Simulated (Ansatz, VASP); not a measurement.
# W: VASP beside Ansatz, part 2 of 2

Aim: how closely do two programs agree when they are given the same cell, functional and k mesh? The structure shown is the end of the Ansatz relaxation below.

VASP 6.6.1 and Ansatz 0.2.0.

So far. Step 3 (VASP: single point, PBEsol, pair 1): The run ends at a pressure of -6.85 GPa.

## 7. VASP: single point, PBEsol, pair 2 (continued)

Level of this step: PBEsol; plane waves and PAW (W) (VASP).

Numbers of over 12 decimals in the logs are rounded to 6 here.

From OUTCAR (step 7):

```text
  Total        2.9851289      2.9851289     -0.6499187      0.0000000      0.0000000      0.0000000
  in kB      157.8075500    157.8075500    -34.3576699      0.0000000      0.0000000      0.0000000
  external PRESSURE =      93.7524767 kB  Pullay stress =       0.0000000 kB

 POSITION                                       TOTAL-FORCE (eV/Angst)
 -----------------------------------------------------------------------------------
      0.00000      0.00000      0.00000         0.000000      0.000000     -0.000000
      1.52950      1.52950      1.61941        -0.000000     -0.000000      0.000000
 -----------------------------------------------------------------------------------
    total drift:                                0.000000      0.000000     -0.000000

  FREE ENERGIE OF THE ION-ELECTRON SYSTEM (eV)
  ---------------------------------------------------
  free  energy   TOTEN  =       -27.6849950049 eV

  energy  without entropy=      -27.6768354250  energy(sigma->0) =      -27.68091521

[... 1 part as in an earlier step ...]

[... 2 further parts left out ...]
[key lines of the parts left out:]
E-fermi :   8.1907
```

The run ends at a pressure of 9.38 GPa.

## 8. Comparison

What differs besides the data sets and the points named for the pairs above, as far as they apply: the data sets hold 28 valence electrons in Ansatz (on its PAW soft_1 files) and 12 in VASP. Total energies have different zeros and are not compared.

Compared:

```tsv
quantity	Ansatz	VASP	difference
pressure (GPa)	12.57	9.38	+3.20
```

## 9. Ansatz: relaxation, PBEsol

This run makes the geometry at which the two programs are then compared. The cell compared in this pair holds 30.65 Å³, against 30.31 Å³ for the pair before.

The structure compared here is the end of the Ansatz relaxation.

Contents of input.yaml:

```yaml
crystal:
  lattice:
    - [3.0905378, 0.0, 0.0]
    - [0.0, 3.0905378, 0.0]
    - [0.0, 0.0, 3.19145332]
  atoms:
    - { symbol: W, position: [0.0, 0.0, 0.0] }
    - { symbol: W, position: [0.5, 0.5, 0.5] }
kpoints:
  mp_grid: { grid: [14, 14, 14] }
scf:
  occupations: { method: fermi_dirac, width: 0.05 }
hamiltonian:
  xc: pbesol
  pseudopotentials: { kind: paw, azcp: { folder: soft_1 }, xc_functional: pbe }
basis:
  ecutwfc: 600
output:
  forces: true
  stress: true
relax:
  f_tol: 0.005
  max_steps: 70
  cell: { stress_tol: 0.02, p_target: 0, fix: [a, b, alpha, beta, gamma] }
```

On the command line:

```
$ ansatz run input.yaml --threads 4 --pin off --max-ram 10240MiB --backend cpu --events-out ev --progress --plain --runs-dir out
```

Output:

```text
[...]
Crystal: 2 atoms, lattice volume = 30.483 Å³
Basis set: ecut = 600 eV, 1029 PW (Γ), exchange–correlation on 50×50×54 points (8 copies of the dense FFT grid, shifted against one another)
Bands: 18, of which v1, the nominal top of the filled ones, is band 14 counted from 1 (13 counted from 0)
Symmetry: 32 space group operations
[...]
k-points: 288 of 2744
[...]
12.299944      -0.000000       0.000000
       -0.000000      12.299944       0.000000
        0.000000       0.000000      -0.002912
  P = ⅓ Tr σ = 8.1990 GPa (81.990 kbar)
--- Relaxed structure (4 steps of the walk, 3 accepted, 1 SCFs on fresh bases) ---
[...]
cell:  # Å, volume = 30.6542 Å³
    - [3.0905378, 0, 0]
    - [0, 3.0905378, 0]
    - [0, 0, 3.209383]
  atoms:
    - { symbol: W, position: [0.0, 0.0, 0.0] }
    - { symbol: W, position: [0.5, 0.5, 0.500000] }
[key lines of the parts left out:]
SCF converged after 8 iterations
Free energy (F): -20515.121656 eV
Fermi energy:    23.152807 eV
```

## 10. VASP: single point, PBEsol, pair 3

The same cell, functional, mesh and smearing now go to VASP, with its own data sets.

Contents of INCAR:

```
SYSTEM = W
PREC = Accurate
ENCUT = 600
EDIFF = 1E-06
NELM = 120
ISMEAR = -1
SIGMA = 0.05
LREAL = .FALSE.
ALGO = Normal
GGA = PS
NBANDS = 12
LASPH = .TRUE.
LORBIT = 11
LWAVE = .FALSE.
LCHARG = .FALSE.
ISIF = 2
GGA_COMPAT = .FALSE.
KPAR = 2
```

Contents of POSCAR:

```
W
1.0
    3.0905378000      0.0000000000      0.0000000000
    0.0000000000      3.0905378000      0.0000000000
    0.0000000000      0.0000000000      3.2093825344
W
2
Direct
    0.0000000000      0.0000000000      0.0000000000
    0.5000000000      0.5000000000      0.5000000000
```

Contents of KPOINTS:

```
Automatic mesh
0
Gamma
14 14 14
0 0 0
```

The projector-augmented-wave data sets are W (PBE family, release 64).

On the command line:

```
$ mpirun -np 2 vasp_std
```

Output:

```text
[... set-up lines as in an earlier step ...]
 entering main loop
       N       E                     dE             d eps       ncg     rms          rms(c)
DAV:   1     0.404690870562E+02    0.40469E+02   -0.59634E+03  6912   0.997E+02
DAV:   2    -0.258621568267E+02   -0.66331E+02   -0.61203E+02  8184   0.248E+02
DAV:   3    -0.290868927140E+02   -0.32247E+01   -0.31036E+01  8368   0.451E+01
DAV:   4    -0.291322986743E+02   -0.45406E-01   -0.45227E-01  7688   0.532E+00
[...]
DAV:  10    -0.277395425826E+02   -0.11558E-04   -0.83542E-06  7764   0.281E-02    0.213E-02
DAV:  11    -0.277395404665E+02    0.21161E-05   -0.26365E-06  6908   0.102E-02    0.131E-03
DAV:  12    -0.277395405900E+02   -0.12350E-06   -0.15803E-08  3796   0.148E-03
   1 F= -.27739541E+02 E0= -.27735428E+02  d E =-.822472E-02
```

From OUTCAR (step 10):

```text
  Total        1.7490522      1.7490522     -0.6398225      0.0000000     -0.0000000     -0.0000000
  in kB       91.4163239     91.4163239    -33.4410973      0.0000000     -0.0000000     -0.0000000
  external PRESSURE =      49.7971835 kB  Pullay stress =       0.0000000 kB

 POSITION                                       TOTAL-FORCE (eV/Angst)
 -----------------------------------------------------------------------------------
      0.00000      0.00000      0.00000        -0.000000     -0.000000     -0.000000
      1.54527      1.54527      1.60469         0.000000      0.000000      0.000000
 -----------------------------------------------------------------------------------
    total drift:                               -0.000000      0.000000      0.000000

  FREE ENERGIE OF THE ION-ELECTRON SYSTEM (eV)
  ---------------------------------------------------
  free  energy   TOTEN  =       -27.7395405900 eV

  energy  without entropy=      -27.7313158716  energy(sigma->0) =      -27.73542823

[... 1 part as in an earlier step ...]

[... 2 further parts left out ...]
[key lines of the parts left out:]
E-fermi :   8.0759
```

The run ends at a pressure of 4.98 GPa.

## 11. Comparison

What differs besides the data sets and the points named for the pairs above, as far as they apply: the data sets hold 28 valence electrons in Ansatz (on its PAW soft_1 files) and 12 in VASP. Total energies have different zeros and are not compared.

The two programs side by side:

```tsv
quantity	Ansatz	VASP	difference
pressure (GPa)	8.20	4.98	+3.22
```

## 12. Outcome

* difference in pressure (single point, PBEsol, pair 1): 3.2 GPa
* difference in pressure (single point, PBEsol, pair 2): 3.2 GPa
* difference in pressure (single point, PBEsol, pair 3): 3.2 GPa

The difference in pressure is 3.2 GPa (single point, PBEsol, pair 3), beyond the 1 GPa picked in this series as the mark of a large difference. The data sets hold unlike numbers of valence electrons (28 in Ansatz and 12 in VASP), so part of the differences comes from the potentials. Single point, PBEsol, pair 1, VASP with the data sets W_sv and a cutoff of 500 eV: the difference in pressure goes from 3.2 to -0.56 GPa. What causes the difference of the single point, PBEsol, pair 2 pair stays open here. What causes the difference of the single point, PBEsol, pair 3 pair stays open here. 3 further runs of this series are not shown here. Such differences can come from data sets, numerical settings and the points named under the comparisons, not from the functional's error against experiment.

[Lines on the potential files, build, host, timing and source positions are cut from VASP's logs without a mark.]

[Logs are printed without paths, hosts, clocks, repeated set-up lines and the standing remarks that a program may print on its own settings, such as how far it seeks lower states.]

[Hosts, paths, dates, database ids (printed as entryN), source tags and the programs' standing remarks are cut or masked in the printed files.]
